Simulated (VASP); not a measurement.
```
GaAs
1.0
    0.00000     2.88150     2.88150
    2.88150     0.00000     2.88150
    2.88150     2.88150     0.00000
Ga As
1 1
Cartesian
  0.00000   0.00000   0.00000
  1.44075   1.44075   1.44075
```

The base run (VASP): PBE GGA, plane waves, VASP's PBE PAW potentials (set 64). Run with 400 eV cut-off, 7×7×7 Γ-centred mesh, Gaussian smearing of 0.050 eV, potentials Ga_d As.

One setting is varied; ΔE counts from the base run. The base run took about 7 core-seconds. Times come from single runs on busy shared machines, so they are rough: good to a factor of about 2.

Pressures at a finite cut-off, here 400 eV, hold a Pulay part, which this task's highest cut-off puts under 0.2 GPa.

```tsv
setting	cost over the base run	electronic steps	ΔE (meV/atom)	pressure (GPa)
ISYM = 1	within a factor of 2	12	0.0	-0.61
SYMPREC = 1E-3	within a factor of 2	12	0.0	-0.61
base run	reference	12	0.0	-0.61
ISYM = 0	about 6 times	12	0.0	-0.61
ISYM = -1	about 10 times	12	0.0	-0.61
```

Left out are runs that failed, have no time on record or changed the cell.

The compound is GaAs in the zinc blende structure. The cell was not relaxed at this level.
